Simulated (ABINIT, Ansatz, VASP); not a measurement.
**One structure in several programs: Sr3SbN (Pm-3m, 5 atoms in the cell)**

Self-consistent single point.

```xyz
5
Lattice="5.1950 0.0000 0.0000 0.0000 5.1950 0.0000 0.0000 0.0000 5.1950" Properties=species:S:1:pos:R:3 pbc="T T T"
Sr     0.0000     2.5975     2.5975
Sr     2.5975     0.0000     2.5975
Sr     2.5975     2.5975     0.0000
Sb     0.0000     0.0000     0.0000
N      2.5975     2.5975     2.5975
```

Shared settings, as Ansatz (a program for electronic structure) writes them: kpoints.mp_grid.grid = 1 1 1; scf.occupations.method = fermi_dirac; scf.occupations.width = 0.02 eV. Potentials and cutoffs stand in the table.

```
code                                                                             model  pressure (GPa)   cutoff
------  ------------------------------------------------------------------------------  --------------  -------
ABINIT  PBEsol, norm-conserving pseudopotentials (PseudoDojo nc-sr-04 PBEsol standard)           11.93    42 Ha
VASP                                        PBEsol, VASP's PBE PAW potentials (set 64)           11.95   400 eV
Ansatz                                                 PBEsol, PAW files made with PBE           11.95  default
```

No clean gap comes from VASP: levels at the Fermi energy touch, overlap or are partly filled at this smearing.

On Ansatz's run: spin-orbit coupling is off.

The spread over the programs that give each value: pressure within 0.02 GPa.

Ansatz's pressure is given at a fixed set of plane waves, as the other plane-wave codes print theirs; with its correction for the finite basis it is 12.00 GPa.

On the base mesh (5 5 5) the same programs gave: Ansatz pressure -1.75 GPa; ABINIT pressure -1.73 GPa; VASP pressure -1.98 GPa.

The values differ from the base mesh's, so the mesh still matters here: the table compares the programs at equal settings.

VASP's run is marked for a possible Pulay error in its stress at this cutoff; no cutoff test was made.

The starting cell comes from a database of computed structures (which also holds hypothetical and non-ambient phases and stackings), without a prior relaxation at this level.

Left out of this page: Quantum ESPRESSO, GPAW, Elk, FLEUR and SIESTA (not drawn, or without a comparable value); CP2K (on another mesh).

Keys are those of Ansatz 0.2.
